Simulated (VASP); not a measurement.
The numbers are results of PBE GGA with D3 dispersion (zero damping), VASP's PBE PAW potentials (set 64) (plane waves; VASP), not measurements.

The input files of a VASP run:

File KPOINTS:
```
K-points
0
G
  10 10 10
```

INCAR:
```
ALGO  =  Normal
EDIFF  =  1E-7
ENCUT  =  520
GGA  =  PE
ISIF  =  2
ISMEAR  =  -5
IVDW  =  11
LASPH  =  .TRUE.
LCHARG  =  .TRUE.
LORBIT  =  11
LREAL  =  .FALSE.
LWAVE  =  .FALSE.
NEDOS  =  601
NELM  =  100
PREC  =  Accurate
SYSTEM  =  LiCl
```

**POSCAR**
```
LiCl
3.5923010
  0.0000000000   0.7071067055   0.7071067055
  0.7071067055   0.0000000000   0.7071067055
  0.7071067055   0.7071067055   0.0000000000
Li Cl
1 1
Direct
  0.0000000000   0.0000000000   0.0000000000
  0.5000000000   0.5000000000   0.5000000000
```

POTCAR, in this order: Li_sv Cl (PBE.64 set). Program: vasp_std.

Output of the run:

**OSZICAR**
```
       N       E                     dE             d eps       ncg     rms          rms(c)
DAV:   1     0.435669410479E+02    0.43567E+02   -0.43036E+03   846   0.103E+03
DAV:   2    -0.555151134032E+01   -0.49118E+02   -0.48367E+02  1162   0.164E+02
DAV:   3    -0.739854264217E+01   -0.18470E+01   -0.18446E+01  1024   0.381E+01
DAV:   4    -0.744235195234E+01   -0.43809E-01   -0.43763E-01  1340   0.583E+00
DAV:   5    -0.744275618296E+01   -0.40423E-03   -0.40422E-03  1091   0.507E-01    0.242E+00
DAV:   6    -0.737489471004E+01    0.67861E-01   -0.16523E-01   934   0.238E+00    0.175E+00
DAV:   7    -0.737633944934E+01   -0.14447E-02   -0.56935E-02  1205   0.156E+00    0.927E-01
DAV:   8    -0.738041780303E+01   -0.40784E-02   -0.87501E-03   951   0.779E-01    0.138E-01
DAV:   9    -0.738040439899E+01    0.13404E-04   -0.31596E-04  1119   0.157E-01    0.392E-02
DAV:  10    -0.738046251777E+01   -0.58119E-04   -0.10434E-04   946   0.940E-02    0.181E-02
DAV:  11    -0.738046818179E+01   -0.56640E-05   -0.42860E-06  1278   0.207E-02    0.603E-03
DAV:  12    -0.738046949290E+01   -0.13111E-05   -0.45166E-07   950   0.637E-03    0.200E-03
DAV:  13    -0.738046892021E+01    0.57270E-06   -0.84199E-08   641   0.277E-03    0.593E-04
DAV:  14    -0.738046890479E+01    0.15411E-07   -0.85988E-09   450   0.976E-04
   1 F= -.77199848E+01 E0= -.77199848E+01  d E =0.000000E+00
```

### OUTCAR
```
------------------------ aborting loop because EDIFF is reached ----------------------------------------
 Edisp (eV)   -0.33952
  FORCE on cell =-STRESS in cart. coord.  units (eV):
  Direction    XX          YY          ZZ          XY          YZ          ZX
  --------------------------------------------------------------------------------------
  Total      -0.00899    -0.00899    -0.00899     0.00000    -0.00000     0.00000
  in kB      -0.43949    -0.43949    -0.43949     0.00000    -0.00000     0.00000
  external pressure =       -0.44 kB  Pullay stress =        0.00 kB
  volume of cell :       32.78
      direct lattice vectors                 reciprocal lattice vectors
     0.000000000  2.540140125  2.540140125    -0.196839535  0.196839535  0.196839535
     2.540140125  0.000000000  2.540140125     0.196839535 -0.196839535  0.196839535
     2.540140125  2.540140125  0.000000000     0.196839535  0.196839535 -0.196839535
  FREE ENERGIE OF THE ION-ELECTRON SYSTEM (eV)
  ---------------------------------------------------
  free  energy   TOTEN  =        -7.7199848402 eV

  energy  without entropy=       -7.7199848402  energy(sigma->0) =       -7.71998484

 total charge

# of ion       s       p       d       tot
------------------------------------------
    1        2.007   0.036   0.000   2.043
    2        1.590   3.599   0.000   5.189
--------------------------------------------------
tot          3.597   3.635   0.000   7.232
```
(Selected blocks of OUTCAR.)

The compound is LiCl in the rock salt structure. It was relaxed first.
